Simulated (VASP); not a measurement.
# Pt with LDA: from relaxation to properties, part 2 of 3

How well does LDA reproduce what experiment finds for Pt? The cell is relaxed first, and properties follow on it. Left out of this account: 1 further run (relaxation: a spoilt try). The start is a cell from a database of measured crystal structures.

VASP 6.6.1, plane waves and PAW; the level of theory is named at each step.

Still holding for the runs below: The k-mesh is coarse for a metal.

So far. Step 2 (Relaxing cell and atoms (LDA)): It ends with forces that vanish by symmetry and a pressure of -0.01 GPa. The volume lies -1.8 % from that of the database's start, which holds the thermal and zero-point expansion of its experiment. Step 3 (Second relaxation): It ends with forces that vanish by symmetry and a pressure of -0.04 GPa. The volume moved by under 0.01 %: the run met its threshold at the first step. The relaxed cell has a = 3.898 Å (conventional setting).

## Step 4: Density, ELF and potential (LDA)

Level of this step: LDA; plane waves and PAW (Pt) (VASP).

A single point on the relaxed cell gives a clean self-consistent state, with density, ELF and potential written out.

Contents of INCAR:

```
SYSTEM = Pt
PREC = Accurate
ENCUT = 400
EDIFF = 1E-06
NELM = 100
ISMEAR = 1
SIGMA = 0.2
LREAL = .FALSE.
ALGO = Normal
GGA = CA
NBANDS = 11
LASPH = .TRUE.
LORBIT = 11
LWAVE = .FALSE.
LCHARG = .TRUE.
ISIF = 2
LELF = .TRUE.
LVHAR = .TRUE.
```

Contents of POSCAR:

```
Pt
1.0
    0.0000000000      1.9488400081      1.9488400081
    1.9488400081      0.0000000000      1.9488400081
    1.9488400081      1.9488400081      0.0000000000
Pt
1
Direct
    0.0000000000      0.0000000000      0.0000000000
```

Contents of KPOINTS:

```
Automatic mesh
0
Gamma
10 10 10
0 0 0
```

Potentials, in the order of the species: Pt (LDA family, release 64).

Started as:

```
mpirun -np 2 vasp_std
```

The program printed:

```text
[banner, memory and clock lines left out]
running    2 mpi-ranks, on    1 nodes
 distrk:  each k-point on    2 cores,    1 groups
 distr:  one band on    1 cores,    2 groups

 POSCAR found type information on POSCAR Pt
 POSCAR found :  1 types and       1 ions
 LDA part: xc-table for (Slater(with rela. corr.)+CA(PZ))
 , standard interpolation
|                                                                             |
|           W    W    AA    RRRRR   N    N  II  N    N   GGGG   !!!           |
|           W    W   A  A   R    R  NN   N  II  NN   N  G    G  !!!           |
|           W    W  A    A  R    R  N N  N  II  N N  N  G       !!!           |
|           W WW W  AAAAAA  RRRRR   N  N N  II  N  N N  G  GGG   !            |
|           WW  WW  A    A  R   R   N   NN  II  N   NN  G    G                |
|           W    W  A    A  R    R  N    N  II  N    N   GGGG   !!!           |
|                                                                             |
|     The number of bands has been changed from the values supplied in        |
|     The orbitals not found in the WAVECAR file will be initialized with     |
|     random numbers, which is usually adequate. For correlated               |
|     calculations, however, you should redo the groundstate calculation.     |
|     I found NBANDS = 11. Now, NBANDS = 12.                                  |
|                                                                             |

 POSCAR, INCAR and KPOINTS ok, starting setup
 FFT: planning ... GRIDC
 FFT: planning ... GRID_SOFT
 FFT: planning ... GRID
 WAVECAR not read
 entering main loop
       N       E                     dE             d eps       ncg     rms          rms(c)
DAV:   1     0.309236622206E+02    0.30924E+02   -0.43708E+03  1184   0.607E+02
DAV:   2    -0.742804725322E+01   -0.38352E+02   -0.36364E+02  1340   0.151E+02
DAV:   3    -0.791800599845E+01   -0.48996E+00   -0.48327E+00  1400   0.158E+01
DAV:   4    -0.791986953315E+01   -0.18635E-02   -0.18634E-02  1364   0.114E+00
DAV:   5    -0.791988369879E+01   -0.14166E-04   -0.14166E-04  1416   0.896E-02    0.140E+01
DAV:   6    -0.753565806394E+01    0.38423E+00   -0.81327E-01  1268   0.677E+00    0.721E+00
DAV:   7    -0.749234224384E+01    0.43316E-01   -0.12660E-01  1364   0.257E+00    0.267E+00
DAV:   8    -0.748777583131E+01    0.45664E-02   -0.45049E-03  1256   0.594E-01    0.513E-01
DAV:   9    -0.748765238194E+01    0.12345E-03   -0.47948E-05  1384   0.619E-02    0.130E-02
DAV:  10    -0.748765590326E+01   -0.35213E-05   -0.14760E-06  1368   0.758E-03    0.159E-03
DAV:  11    -0.748765592913E+01   -0.25867E-07   -0.31943E-08   740   0.148E-03
   1 F= -.74876559E+01 E0= -.74889569E+01  d E =0.390279E-02
```

Run time: 3.2 s. Hardware: 2 MPI ranks of Intel Xeon 6975P-C (Granite Rapids), shared host; peak memory 0.2 GiB; 5.1 s of CPU time.

Parts of OUTCAR (step 4):

```text
The static configuration has the point symmetry O_h .

 Found     47 irreducible k-points:

   k-points           NKPTS =     47   k-points in BZ     NKDIM =     47   number of bands    NBANDS=     12

   NELECT =      10.0000    total number of electrons

 E-fermi :  11.5294

 k-point     1 :       0.0000    0.0000    0.0000
  band No.  band energies     occupation
    ...
      2       7.5749      2.00000
      3       7.5749      2.00000
      4       7.5749      2.00000
      5       9.8325      2.00000
      6       9.8325      2.00000
      7      26.0732      0.00000
      8      31.0974      0.00000
      9      31.0974      0.00000
     10      31.0974      0.00000
     11      36.6170      0.00000
    ...

 k-point     2 :       0.1000    0.0000    0.0000
  band No.  band energies     occupation
    ...
      2       7.4018      2.00000
      3       7.7300      2.00000
      4       7.7300      2.00000
      5       9.7513      2.00000
      6       9.7513      2.00000
      7      26.6973      0.00000
      8      29.3536      0.00000
      9      31.7316      0.00000
     10      31.7316      0.00000
     11      38.2563      0.00000
    ...

  Total       -0.0039778     -0.0039778     -0.0039778      0.0000000      0.0000000      0.0000000
  in kB       -0.4305241     -0.4305241     -0.4305241      0.0000000      0.0000000      0.0000000
  external PRESSURE =      -0.4305241 kB  Pullay stress =       0.0000000 kB

 POSITION                                       TOTAL-FORCE (eV/Angst)
 -----------------------------------------------------------------------------------
      0.00000      0.00000      0.00000         0.000000      0.000000      0.000000
 -----------------------------------------------------------------------------------
    total drift:                               -0.000000     -0.000000      0.000000

  FREE ENERGIE OF THE ION-ELECTRON SYSTEM (eV)
  ---------------------------------------------------
  free  energy   TOTEN  =        -7.4876559291 eV

  energy  without entropy=       -7.4915587193  energy(sigma->0) =       -7.48895686

[... 9 parts as in an earlier step ...]

[... 4 further parts left out ...]
```

This step gave:

* SCF cycles: 11
* bands: 12
* pressure: -0.04305 GPa

Valence electrons inside each PAW sphere by angular momentum. Sphere charges, by row:

```csv
atom,s (e),p (e),d (e),tot (e)
Pt1,0.647,0.636,8.07,9.353
```

Valence density in the ac plane of the conventional cell at fractional y = 0.000, with atoms of Pt within 0.2 Å of it. It is the smooth field of the valence electrons, not physical close to the nuclei.

Ten even steps from '0' (0.1 e/Å³) to '9' (3.5 e/Å³), each cell a mean:
```
87420000001358
65310000000245
32100000000123
11000122110001
00001345421000
00012577641000
00013689752000
00013588742000
00002456531000
00001233210000
21100011100012
54210000000134
76410000001257
97520000001368
```
Columns run along a (3.9 Å), rows up along c (3.9 Å), edges of the conventional cell, whose origin can differ from the input's. Atoms in or near the plane, at fractional coordinates: Pt at (0.00, 0.00), Pt at (0.50, 0.50).

ELF in the ac plane of the conventional cell at fractional y = 0.000, with atoms of Pt within 0.2 Å of it. It is the smooth field of the valence electrons, not physical close to the nuclei.

Ten even steps from '0' (0.01) to '9' (0.34), each cell a mean:
```
00498544469820
23798655679952
88998888888998
99889999999899
66789744589876
45698300159864
34698201049854
44698200049854
56799522379865
88889988899888
99998999988999
45898766678974
01598644569830
10498543469820
```
Columns run along a (3.9 Å), rows up along c (3.9 Å), edges of the conventional cell, whose origin can differ from the input's. Atoms in or near the plane, at fractional coordinates: Pt at (0.00, 0.00), Pt at (0.50, 0.50).

Electrostatic potential energy in the ac plane of the conventional cell at fractional y = 0.000, with atoms of Pt within 0.2 Å of it. With pseudopotentials it is smooth inside the atoms' cores, unlike the true potential.

Values in eV, 14 rows by 14 columns, each cell a mean:
```
-69 -63 -47 -21  -2   2   3   3   3   1  -8 -33 -55 -67
-58 -51 -35 -12  -1   1   2   2   2   1  -4 -22 -42 -55
-36 -29 -16  -4  -1  -1  -2  -3  -2   0  -1  -8 -22 -33
 -9  -6  -2  -1  -4 -12 -21 -24 -18  -8  -2  -1  -4  -8
  1   1   0  -2 -16 -35 -47 -50 -43 -27  -8   0   1   1
  3   2   1  -6 -29 -51 -63 -66 -59 -43 -18  -2   2   3
  3   3   1  -9 -36 -58 -69 -70 -66 -50 -24  -3   2   3
  3   3   1  -8 -33 -55 -67 -69 -63 -47 -21  -2   2   3
  2   2   1  -4 -22 -42 -55 -58 -51 -35 -12  -1   1   2
 -3  -2   0  -1  -8 -22 -33 -36 -29 -16  -4  -1  -1  -2
-24 -18  -8  -2  -1  -4  -8  -9  -6  -2  -1  -4 -12 -21
-50 -43 -27  -8   0   1   1   1   1   0  -2 -16 -35 -47
-66 -59 -43 -18  -2   2   3   3   2   1  -6 -29 -51 -63
-70 -66 -50 -24  -3   2   3   3   3   1  -9 -36 -58 -69
```
Columns run along a (3.9 Å; values clipped at the 3rd and 97th percentile), rows up along c (3.9 Å), edges of the conventional cell, whose origin can differ from the input's. Atoms in or near the plane, at fractional coordinates: Pt at (0.00, 0.00), Pt at (0.50, 0.50).

In this run the pressure is -0.04 GPa, small enough to go on.

## Step 5: Band structure (LDA)

The mesh alone shows little of the dispersion and can miss band extrema, so KPOINTS_OPT adds a path through the symmetry points after the self-consistent cycle.

Contents of INCAR:

```
SYSTEM = Pt
PREC = Accurate
ENCUT = 400
EDIFF = 1E-06
NELM = 100
ISMEAR = 1
SIGMA = 0.2
LREAL = .FALSE.
ALGO = Normal
GGA = CA
NBANDS = 16
LASPH = .TRUE.
LORBIT = 11
LWAVE = .FALSE.
LCHARG = .FALSE.
KPAR = 2
```

POSCAR is that of step 4.

KPOINTS is that of step 4.

Contents of KPOINTS_OPT:

```
Line mode
16
Line-mode
Reciprocal
  0.00000000   0.00000000   0.00000000 GAMMA
  0.50000000   0.00000000   0.50000000 X

  0.50000000   0.00000000   0.50000000 X
  0.50000000   0.25000000   0.75000000 W

  0.50000000   0.25000000   0.75000000 W
  0.37500000   0.37500000   0.75000000 K

  0.37500000   0.37500000   0.75000000 K
  0.00000000   0.00000000   0.00000000 GAMMA

  0.00000000   0.00000000   0.00000000 GAMMA
  0.50000000   0.50000000   0.50000000 L

  0.50000000   0.50000000   0.50000000 L
  0.62500000   0.25000000   0.62500000 U

  0.62500000   0.25000000   0.62500000 U
  0.50000000   0.25000000   0.75000000 W

  0.50000000   0.25000000   0.75000000 W
  0.50000000   0.50000000   0.50000000 L

  0.50000000   0.50000000   0.50000000 L
  0.37500000   0.37500000   0.75000000 K

  0.62500000   0.25000000   0.62500000 U
  0.50000000   0.00000000   0.50000000 X
```

Started as:

```
mpirun -np 2 vasp_std
```

The program printed:

```text
[... set-up lines as in an earlier step ...]
 entering main loop
       N       E                     dE             d eps       ncg     rms          rms(c)
DAV:   1     0.350643174975E+02    0.35064E+02   -0.40728E+03  1544   0.456E+02
DAV:   2    -0.730288147082E+01   -0.42367E+02   -0.40502E+02  2072   0.132E+02
DAV:   3    -0.791830867427E+01   -0.61543E+00   -0.61298E+00  1928   0.142E+01
DAV:   4    -0.791987633002E+01   -0.15677E-02   -0.15674E-02  1904   0.844E-01
DAV:   5    -0.791988377937E+01   -0.74493E-05   -0.74502E-05  1912   0.477E-02    0.140E+01
DAV:   6    -0.753544245752E+01    0.38444E+00   -0.73506E-01  2184   0.508E+00    0.720E+00
DAV:   7    -0.749243246708E+01    0.43010E-01   -0.12589E-01  2176   0.200E+00    0.267E+00
DAV:   8    -0.748782004454E+01    0.46124E-02   -0.45836E-03  1832   0.487E-01    0.560E-01
DAV:   9    -0.748765293201E+01    0.16711E-03   -0.85006E-05  2000   0.635E-02    0.102E-02
DAV:  10    -0.748765585608E+01   -0.29241E-05   -0.13323E-06  1888   0.639E-03    0.212E-03
DAV:  11    -0.748765592744E+01   -0.71357E-07   -0.36117E-08  1560   0.932E-04
   1 F= -.74876559E+01 E0= -.74889569E+01  d E =0.390279E-02
 Start KPOINTS_OPT (optional k-point list driver)
k-point batch [1-47\160]
       N       E                     dE             ncg
DAV:   1     0.583750965689E+04   -0.12506E+05     1536
DAV:   2     0.382030264519E+04   -0.20172E+04     2168
DAV:   3     0.379195815219E+04   -0.28344E+02     1936
DAV:   4     0.379188336444E+04   -0.74788E-01     1896
DAV:   5     0.379188295941E+04   -0.40503E-03     1928
DAV:   6     0.379188295663E+04   -0.27845E-05     1832
DAV:   7     0.379188295660E+04   -0.31043E-07     1648
[...]
k-point batch [142-160\160]
       N       E                     dE             ncg
DAV:   1     0.146232784407E+05   -0.64252E+04      640
DAV:   2     0.137785819704E+05   -0.84470E+03      848
DAV:   3     0.137676183163E+05   -0.10964E+02      912
DAV:   4     0.137675926008E+05   -0.25716E-01      656
DAV:   5     0.137675924691E+05   -0.13169E-03      896
DAV:   6     0.137675924682E+05   -0.90819E-06      664
```

It took 7.8 s on 2 MPI ranks; peak memory 0.23 GiB.

OUTCAR, selected parts (step 5):

```text
   k-points           NKPTS =     47   k-points in BZ     NKDIM =     47   number of bands    NBANDS=     16

   NELECT =      10.0000    total number of electrons

 E-fermi :  11.5294

 k-point     4 :       0.3000    0.0000    0.0000
  band No.  band energies     occupation
    ...
      2       7.6160      2.00000
      3       7.8704      2.00000
      4       7.8704      2.00000
      5      10.3730      2.00000
      6      10.3730      2.00000
      7      23.1743      0.00000
      8      27.3795      0.00000
      9      33.8783      0.00000
     10      33.8783      0.00000
     11      35.7967      0.00000
    ...

  Total       -0.0038739     -0.0038739     -0.0038739      0.0000000      0.0000000      0.0000000
  in kB       -0.4192711     -0.4192711     -0.4192711      0.0000000      0.0000000      0.0000000
  external PRESSURE =      -0.4192711 kB  Pullay stress =       0.0000000 kB

  FREE ENERGIE OF THE ION-ELECTRON SYSTEM (eV)
  ---------------------------------------------------
  free  energy   TOTEN  =        -7.4876559274 eV

  energy  without entropy=       -7.4915587199  energy(sigma->0) =       -7.48895686

[... 15 parts as in an earlier step ...]

[... 2 further parts left out ...]
```

Spin-orbit coupling is off here; with elements this heavy it splits and shifts levels by tenths of an eV or more.

This step gave:

* bands: 16
* pressure: -0.04193 GPa

Electronic bands along the path, in eV, zero at the Fermi level; # counts the bands kept:

```csv
point,#2,#3,#4,#5,#6,#7
Γ,-3.95,-3.95,-3.95,-1.70,-1.70,14.54
0.47 of the way,-5.44,-3.11,-2.45,-2.45,-0.99,17.62
X,-6.87,0.01,0.49,0.49,1.70,9.05
0.47 of the way,-6.40,-2.04,-0.79,0.49,4.60,7.92
W,-4.74,-4.74,-2.10,0.50,7.19,8.34
0.47 of the way,-5.51,-3.71,-1.76,0.23,6.39,7.23
K,-5.68,-2.99,-1.38,-0.20,5.74,6.80
0.53 of the way,-4.87,-3.69,-2.82,-2.63,-0.28,13.83
Γ,-3.95,-3.95,-3.95,-1.70,-1.70,14.54
0.53 of the way,-4.22,-3.59,-3.59,-1.41,-1.41,12.81
L,-4.01,-4.01,-0.58,0.03,0.03,5.95
0.53 of the way,-4.81,-3.37,-2.99,-0.18,3.98,5.67
U,-5.68,-2.99,-1.38,-0.20,5.74,6.80
0.47 of the way,-5.56,-3.57,-1.69,0.16,6.26,7.12
W,-4.74,-4.74,-2.10,0.50,7.19,8.34
0.47 of the way,-5.10,-3.74,-2.67,-0.23,4.79,5.58
L,-4.01,-4.01,-0.58,0.03,0.03,5.95
0.47 of the way,-4.68,-3.22,-3.10,-0.14,3.46,5.68
K,-5.68,-2.99,-1.38,-0.20,5.74,6.80
jump to U,-5.68,-2.99,-1.38,-0.20,5.74,6.80
0.53 of the way,-6.62,-1.12,-0.39,0.33,3.67,8.08
X,-6.87,0.01,0.49,0.49,1.70,9.05
```

The electronic bands as a text plot (rows in eV, shown from -8.0 to 5.6 only):

```
    5.3 |                                     *              **
    4.7 |                *                   *              *
    4.2 |          *      *                          *     *
    3.6 |                                   *                  *
    3.0 |                                             *
    2.5 |         *        *                              *
    1.9 |        *          *              *                    *
    1.3 |                                              * *
    0.8 |       ******                            *
    0.2 |       **    **     *           ***    ** *   ****   ***
   -0.4 |     **  **    **              *   ****    *** *  *** *
   -0.9 |   **            *   *        * **                   **
   -1.5 |***  **   **  *** *   ***** **       ***        *   *
   -2.1 | *  *       **   * *  **   *   *  *     ****  *    *
   -2.6 |  ** *            ****              *        *   *   *
   -3.2 |  ***      *   *     **       *    * ***    **    * *
   -3.8 |**            * **  *************** *         **** *
   -4.3 | **         **     *  **   ***    *     * ** ** **
   -4.9 |   *         *   *****             **    ** *     **
   -5.5 |            * ***                    **** **        *
   -6.0 |    **     **** ****                *  ***         * *
   -6.6 |      ** ***   *                   * **     *     * ****
   -7.2 |     ******         *             *          ** **    **
   -7.7 |    *                         ****             *
         Γ       X    W  K        Γ      L     U  W     L   K|U X
```

There is no gap at this level.

[end of part 2 of 3]

[Lines on the potential files, build, host, timing and source positions are cut from VASP's logs without a mark.]

[Logs are printed without paths, hosts, clocks, repeated set-up lines and the standing remarks that a program may print on its own settings, such as how far it seeks lower states.]

[Hosts, paths, dates, database ids (printed as entryN), source tags and the programs' standing remarks are cut or masked in the printed files.]

[A measured line is paired with the nearest computed mode of its activity, which favours agreement.]
